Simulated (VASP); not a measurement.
Computed with revPBE GGA, VASP's PBE PAW potentials (set 64) (plane waves; VASP).

A VASP calculation is set up with these files.

### POSCAR
```
N2
1
    5.4821170000     0.0000000000     0.0000000000
    0.0000000000     5.4821170000     0.0000000000
    0.0000000000     0.0000000000     5.4821170000
N
8
Direct
  0.0574000000   0.0574000000   0.0574000000
  0.9426000000   0.9426000000   0.9426000000
  0.4426000000   0.9426000000   0.5574000000
  0.5574000000   0.0574000000   0.4426000000
  0.5574000000   0.4426000000   0.9426000000
  0.4426000000   0.5574000000   0.0574000000
  0.9426000000   0.5574000000   0.4426000000
  0.0574000000   0.4426000000   0.5574000000
```

File KPOINTS:
```
Automatic mesh
0
Gamma
3 3 3
0 0 0
```

### INCAR
```
LCHARG = .FALSE.
SIGMA = 0.01   ! width (eV)
ALGO = Normal   ! blocked Davidson
NELM = 100
EDIFF = 1E-6   ! SCF stop (eV)
PREC = Accurate
ISIF = 2   ! forces and stress, cell fixed
LWAVE = .FALSE.
ENCUT = 400   ! plane-wave cut-off (eV)
LASPH = .TRUE.   ! aspherical one-centre terms
SYSTEM = N2
ISMEAR = 0
LREAL = .FALSE.
GGA = RE
```

POTCAR, in this order: N (PBE.64 set). Program: vasp_std.

Output of the run:

### OUTCAR
```
 ion  position               nearest neighbor table
   1  0.057  0.057  0.057-   2 1.09
   2  0.943  0.943  0.943-   1 1.09
   3  0.443  0.943  0.557-   4 1.09
   4  0.557  0.057  0.443-   3 1.09
   5  0.557  0.443  0.943-   6 1.09
   6  0.443  0.557  0.057-   5 1.09
   7  0.943  0.557  0.443-   8 1.09
   8  0.057  0.443  0.557-   7 1.09
  LATTYP: Found a simple cubic cell.
 ALAT       =     5.4821170000
 Subroutine PRICEL returns:
 Original cell was already a primitive cell.
 Subroutine GETGRP returns: Found 24 space group operations
The static configuration has the point symmetry S_6 .
 The point group associated with its full space group is T_h .
The dynamic configuration has the point symmetry S_6 .
 Subroutine INISYM returns: Found 24 space group operations
 Subroutine IBZKPT returns following result:
 Found      4 irreducible k-points:

 Following reciprocal coordinates:
            Coordinates               Weight
  0.000000  0.000000  0.000000      1.000000
  0.333333  0.000000  0.000000      6.000000
  0.333333  0.333333  0.000000     12.000000
  0.333333  0.333333  0.333333      8.000000
   k-points           NKPTS =      4   k-points in BZ     NKDIM =      4   number of bands    NBANDS=     25
   number of dos      NEDOS =    301   number of ions     NIONS =      8
   total plane-waves  NPLWV =  46656
   dimension x,y,z NGX =    36 NGY =   36 NGZ =   36
   dimension x,y,z NGXF=    72 NGYF=   72 NGZF=   72
   ions per type =               8
   PREC   = accura    normal or accurate (medium, high low for compatibility)
   ISTART =      0    job   : 0-new  1-cont  2-samecut
   ICHARG =      2    charge: 1-file 2-atom 10-const
   ISPIN  =      1    spin polarized calculation?
   LNONCOLLINEAR =      F non collinear calculations
   LSORBIT =      F    spin-orbit coupling
   INIWAV =      1    electr: 0-lowe 1-rand  2-diag
   ENCUT  =  400.0 eV  29.40 Ry    5.42 a.u.   8.94  8.94  8.94*2*pi/ulx,y,z
   NELM   =    100;   NELMIN=  2; NELMDL= -5     # of ELM steps
   EDIFF  = 0.1E-05   stopping-criterion for ELM
   LREAL  =      F    real-space projection
   NLSPLINE    = F    spline interpolate recip. space projectors
   LMAXMIX     =    2 max onsite mixed and CHGCAR
   VOSKOWN=      0    Vosko Wilk Nusair interpolation
   EDIFFG = 0.1E-04   stopping-criterion for IOM
   NSW    =      0    number of steps for IOM
   NBLOCK =      1;   KBLOCK =      1    inner block; outer block
   IBRION =     -1    ionic relax: 0-MD 1-quasi-New 2-CG
   NFREE  =      0    steps in history (QN), initial steepest desc. (CG)
   ISIF   =      2    stress and relaxation
   ISYM   =      2    0-nonsym 1-usesym 2-fastsym
   TEIN   =    0.0    initial temperature
   TEBEG  =    0.0;   TEEND  =   0.0 temperature during run
   SMASS  =  -3.00    Nose mass-parameter (am)
   PSTRESS=    0.0 pullay stress
   NELECT =      40.0000    total number of electrons
   EFERMI =   0.00;   METHOD = LEGACY
   ISMEAR =     0;   SIGMA  =   0.01  broadening in eV -4-tet -1-fermi 0-gaus
   IALGO  =     38    algorithm
   LDIAG  =      T    sub-space diagonalisation (order eigenvalues)
   IMIX   =      4    mixing-type and parameters
     AMIX     =   0.40;   BMIX     =  1.00
     AMIX_MAG =   1.60;   BMIX_MAG =  1.00
     AMIN     =   0.10
   GGA     = RE    functional components
   VOSKOWN =     0    Vosko Wilk Nusair interpolation
   LHFCALC =     F    Hartree Fock is set to
   LHFONE  =     F    Hartree Fock one center treatment
   AEXX    =    0.0000 exact exchange contribution
   IVDW    =     0    specifies the selected vdW correction
   LEPSILON=     F    determine dielectric tensor
   LRPA    =     F    only Hartree local field effects (RPA)
...
```

**OSZICAR**
```
       N       E                     dE             d eps       ncg     rms          rms(c)
DAV:   1     0.232211414599E+03    0.23221E+03   -0.16693E+04   200   0.111E+03
DAV:   2    -0.480025104370E+02   -0.28021E+03   -0.27838E+03   256   0.285E+02
DAV:   3    -0.676979055696E+02   -0.19695E+02   -0.19628E+02   204   0.881E+01
DAV:   4    -0.681517532864E+02   -0.45385E+00   -0.45372E+00   317   0.123E+01
DAV:   5    -0.681543140515E+02   -0.25608E-02   -0.25603E-02   238   0.104E+00    0.165E+01
DAV:   6    -0.651827520698E+02    0.29716E+01   -0.43366E+00   234   0.123E+01    0.959E+00
DAV:   7    -0.645818230180E+02    0.60093E+00   -0.28669E+00   252   0.103E+01    0.281E+00
DAV:   8    -0.645920123155E+02   -0.10189E-01   -0.20253E-01   247   0.286E+00    0.407E-01
DAV:   9    -0.645916425585E+02    0.36976E-03   -0.86086E-03   264   0.564E-01    0.175E-01
DAV:  10    -0.645921394110E+02   -0.49685E-03   -0.12422E-03   223   0.288E-01    0.722E-02
DAV:  11    -0.645921353684E+02    0.40426E-05   -0.84288E-05   256   0.779E-02    0.899E-03
DAV:  12    -0.645921365339E+02   -0.11655E-05   -0.10843E-05   263   0.228E-02    0.116E-02
DAV:  13    -0.645921381896E+02   -0.16556E-05   -0.13316E-06   200   0.103E-02    0.108E-03
DAV:  14    -0.645921381150E+02    0.74605E-07   -0.15847E-07   200   0.313E-03
   1 F= -.64592138E+02 E0= -.64592138E+02  d E =-.133139E-22
```

### OUTCAR
```
------------------------ aborting loop because EDIFF is reached ----------------------------------------
  FORCE on cell =-STRESS in cart. coord.  units (eV):
  Direction    XX          YY          ZZ          XY          YZ          ZX
  --------------------------------------------------------------------------------------
  Total        4.1736135      4.1736135      4.1736135     -0.0000000     -0.0000000      0.0000000
  in kB       40.5861555     40.5861555     40.5861555     -0.0000000     -0.0000000      0.0000000
  external PRESSURE =      40.5861555 kB  Pullay stress =       0.0000000 kB
  volume of cell :      164.76
      direct lattice vectors                 reciprocal lattice vectors
     5.482117000  0.000000000  0.000000000     0.182411284  0.000000000  0.000000000
     0.000000000  5.482117000  0.000000000     0.000000000  0.182411284  0.000000000
     0.000000000  0.000000000  5.482117000     0.000000000  0.000000000  0.182411284
 POSITION                                       TOTAL-FORCE (eV/Angst)
 -----------------------------------------------------------------------------------
      0.31467      0.31467      0.31467         2.784781      2.784781      2.784781
      5.16744      5.16744      5.16744        -2.784781     -2.784781     -2.784781
      2.42638      5.16744      3.05573        -2.784781     -2.784781      2.784781
      3.05573      0.31467      2.42638         2.784781      2.784781     -2.784781
      3.05573      2.42638      5.16744         2.784781     -2.784781     -2.784781
      2.42638      3.05573      0.31467        -2.784781      2.784781      2.784781
      5.16744      3.05573      2.42638        -2.784781      2.784781     -2.784781
      0.31467      2.42638      3.05573         2.784781     -2.784781      2.784781
 -----------------------------------------------------------------------------------
    total drift:                                0.000000     -0.000000     -0.000000
  FREE ENERGIE OF THE ION-ELECTRON SYSTEM (eV)
  ---------------------------------------------------
  free  energy   TOTEN  =       -64.5921381150 eV

  energy  without entropy=      -64.5921381150  energy(sigma->0) =      -64.59213811
```
(Selected blocks of OUTCAR.)

At this cut-off the stress carries a Pulay error, which pulls relaxed volumes low.

The structure comes from a computed database's N2 entry; how it stands against other phases isn't given here. The cell was not relaxed at this level. The run is one of a series of settings (KPOINTS 3×3×3 Γ-centred mesh against the base run), some of them coarse on purpose.
